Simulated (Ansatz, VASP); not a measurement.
## Two plane-wave programs on Sn2Bi3O3

```
Sn Bi O
1.0
    -2.72926    2.72926    6.81642
     2.72926   -2.72926    6.81642
     2.72926    2.72926   -6.81642
Sn Bi O
2 3 3
Direct
  0.35063 0.35063 0.00000
  0.64937 0.64937 0.00000
  0.75000 0.25000 0.50000
  0.25000 0.75000 0.50000
  0.00000 0.00000 0.00000
  0.83950 0.83950 0.00000
  0.16050 0.16050 0.00000
  0.50000 0.50000 0.00000
```

Alike in both runs: functional PBE; k mesh 4 × 4 × 4; occupations gaussian, width 0.2 eV; no spin polarisation.

Ansatz relaxed the structure, and its values are those at the end. VASP's run is a single point on that final structure, the one shown.

|  | VASP | Ansatz |
| --- | --- | --- |
| version | VASP 6.6.1 | Ansatz 0.2.0 |
| potentials or method | VASP PAW PBE potentials, release 64 (Sn_d, Bi_d, O) | scalar-relativistic, plane waves, PAW |
| plane-wave cutoff (eV) | 520 | 420 |
| valence electrons in the cell | 91 | 91 |

Ansatz gave:

- gap on the k mesh at the Fermi level (eV): none
- pressure (GPa): 0.1
- rms of the force components (eV/Å): 0.014

Q: Which values does VASP return?

A: gap on the k mesh at the Fermi level (eV): none; pressure (GPa): 0.2; rms of the force components (eV/Å): 0.009.

A gap of «none» marks a metal or a gap that the smearing closes.

Caveats: the k mesh is coarse (spacing up to 0.41 Å⁻¹), so the values aren't converged; spin-orbit coupling is left out, which moves the levels of the heavy elements; an odd number of electrons without spin polarisation forces a metal; a magnetic or distorted state may lie lower.
